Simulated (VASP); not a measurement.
Energy against volume of PbS (rock salt). These are PBE GGA with D3 dispersion (zero damping), VASP's PBE PAW potentials (set 64) (plane waves; VASP) values and carry that method's errors.

| V (Å³/atom) | E (eV/atom) |
|---|---|
| 24.969 | -4.56839 |
| 25.766 | -4.58249 |
| 26.563 | -4.58723 |
| 27.360 | -4.58399 |
| 28.157 | -4.57409 |

Fit a third-order Birch-Murnaghan equation of state.

* **volume per atom**: 26.62 Å^3/atom
* **bulk modulus**: 52.5 GPa
* **pressure derivative of the bulk modulus**: 4.66
* **lattice constant a**: 0.5971 nm

Measured: a 5.914 Å at 120 K (computed value off by +1.0 %), as given by Noda, Masumoto, Ohba, Saito, Toriumi, Iwata, Shibuya, Acta Cryst. C 43, 1443 (1987), by a structure database's card. The calculation is for a static lattice, while the measured a holds thermal and zero-point effects, which are part of the difference.

The compound is PbS in the rock salt structure. It was relaxed first.
